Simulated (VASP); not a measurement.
These are PBE GGA, VASP's PBE PAW potentials (set 64) (plane waves; VASP) values and carry that method's errors.

VASP ran on this input.

**INCAR**
```
SYSTEM = AlN
PREC = Accurate
ENCUT = 520
EDIFF = 1E-8
NELM = 100
ALGO = Normal
LREAL = .FALSE.
LASPH = .TRUE.
ISMEAR = 0
SIGMA = 0.01
GGA = PE
LWAVE = .FALSE.
LCHARG = .FALSE.
LEPSILON = .TRUE.
```

KPOINTS:
```
Automatic
0
Gamma
8 8 5
0 0 0
```

### POSCAR
```
AlN
1
    1.5650905720    -2.7108163832     0.0000000000
    1.5650905720     2.7108163832     0.0000000000
    0.0000000000     0.0000000000     5.0117302543
Al N
2 2
Direct
  0.6666670000   0.3333330000   0.5001177745
  0.3333330000   0.6666670000   0.0001177745
  0.6666670000   0.3333330000   0.8818822255
  0.3333330000   0.6666670000   0.3818822255
```

POTCAR, in this order: Al N (PBE.64 set). Program: vasp_std.

Output of the run:

File OUTCAR:
```


 HEAD OF MICROSCOPIC STATIC DIELECTRIC TENSOR (INDEPENDENT PARTICLE, excluding Hartree and local field effects)
 ------------------------------------------------------
           4.617257     0.000000     0.000000
           0.000000     4.617257     0.000000
           0.000000    -0.000000     4.814634
 ------------------------------------------------------

 MACROSCOPIC STATIC DIELECTRIC TENSOR (including local field effects in DFT)
 ------------------------------------------------------
           4.476346     0.000000     0.000000
          -0.000000     4.476346     0.000000
          -0.000000     0.000000     4.691811
 ------------------------------------------------------

 PIEZOELECTRIC TENSOR (including local field effects)  for field in x, y, z        (e  Angst)
          XX          YY          ZZ          XY          YZ          ZX
  --------------------------------------------------------------------------------
  x     0.00000    -0.00000    -0.00000     0.00000     0.00000     0.90164
  y     0.00000    -0.00000     0.00000     0.00000     0.90164     0.00000
  z     0.71255     0.71255    -1.10436     0.00000     0.00000     0.00000

 PIEZOELECTRIC TENSOR (including local field effects)  for field in x, y, z        (C/m^2)
          XX          YY          ZZ          XY          YZ          ZX
  --------------------------------------------------------------------------------
  x     0.00000    -0.00000    -0.00000     0.00000     0.00000     0.33969
  y     0.00000    -0.00000     0.00000     0.00000     0.33969     0.00000
  z     0.26845     0.26845    -0.41607     0.00000     0.00000     0.00000

 BORN EFFECTIVE CHARGES (including local field effects) (in |e|, cummulative output)
 ---------------------------------------------------------------------------------
 ion    1
    1     2.51653     0.00000     0.00000
    2     0.00000     2.51653     0.00000
    3     0.00000     0.00000     2.67680
 ion    2
    1     2.51653    -0.00000     0.00000
    2     0.00000     2.51653     0.00000
    3    -0.00000    -0.00000     2.67680
 ion    3
    1    -2.51653     0.00000     0.00000
    2     0.00000    -2.51653     0.00000
    3     0.00000    -0.00000    -2.67680
 ion    4
    1    -2.51653     0.00000     0.00000
    2     0.00000    -2.51653     0.00000
    3    -0.00000     0.00000    -2.67680
```
(Selected blocks of OUTCAR.)

The compound is AlN in the wurtzite structure. It was relaxed first.
